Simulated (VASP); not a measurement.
An input for Quantum ESPRESSO's pw.x (written as the equivalent of a VASP run, and not itself run):

```
&CONTROL
  calculation = 'scf'
  pseudo_dir = './pseudo'
  outdir = './out'
  tprnfor = .true.
  tstress = .true.
/
&SYSTEM
  ibrav = 0
  nat = 8
  ntyp = 2
  ecutwfc = 86
  occupations = 'smearing'
  smearing = 'gaussian'
  degauss = 0.000735
  input_dft = 'pbe'
/
&ELECTRONS
  conv_thr = 7.3e-08
  electron_maxstep = 100
/
ATOMIC_SPECIES
  Ge 72.630 Ge.upf
  Se 78.971 Se.upf
CELL_PARAMETERS angstrom
    11.2560300    0.0000000    0.0000000
     0.0000000    3.7871900    0.0000000
     0.0000000    0.0000000    4.6643600
ATOMIC_POSITIONS crystal
  Ge   0.1291000  0.2500000  0.1190000
  Ge   0.8709000  0.7500000  0.8810000
  Ge   0.3709000  0.7500000  0.6190000
  Ge   0.6291000  0.2500000  0.3810000
  Se   0.8492800  0.2500000  0.5154700
  Se   0.1507200  0.7500000  0.4845300
  Se   0.6507200  0.7500000  0.0154700
  Se   0.3492800  0.2500000  0.9845300
K_POINTS automatic
  1 3 3 0 0 0
```

Q: Write the VASP files for the same calculation (PBE).

A: This is not unique; one that fits is 
INCAR:
```
ALGO  =  Normal
EDIFF  =  1E-6
ENCUT  =  300
GGA  =  PE
ISIF  =  2
ISMEAR  =  0
LASPH  =  .TRUE.
LCHARG  =  .FALSE.
LMAXMIX  =  4
LREAL  =  .FALSE.
LWAVE  =  .FALSE.
NELM  =  100
PREC  =  Accurate
SIGMA  =  0.01
SYSTEM  =  GeSe
```

File POSCAR:
```
GeSe
1
   11.2560300000     0.0000000000     0.0000000000
    0.0000000000     3.7871900000     0.0000000000
    0.0000000000     0.0000000000     4.6643600000
Ge Se
4 4
Direct
  0.1291000000   0.2500000000   0.1190000000
  0.8709000000   0.7500000000   0.8810000000
  0.3709000000   0.7500000000   0.6190000000
  0.6291000000   0.2500000000   0.3810000000
  0.8492800000   0.2500000000   0.5154700000
  0.1507200000   0.7500000000   0.4845300000
  0.6507200000   0.7500000000   0.0154700000
  0.3492800000   0.2500000000   0.9845300000
```

File KPOINTS:
```
K-points
0
gamma
 1 3 3
```

POTCAR, in this order: Ge_d Se (PBE.64 set). Program: vasp_std.

What does not carry over: the potentials are each code's own (VASP's PAW set, PseudoDojo norm-conserving files in pw.x), so ENCUT and ecutwfc are chosen apart and not converted; conv_thr bounds pw.x's estimated SCF error, while EDIFF bounds the energy change between steps.

The structure comes from a computed database's GeSe entry; how it stands against other phases isn't given here. The cell was not relaxed at this level. The k-mesh is coarse (spacing up to 0.56 per Å, 2π included), so the numbers may not be converged in it.
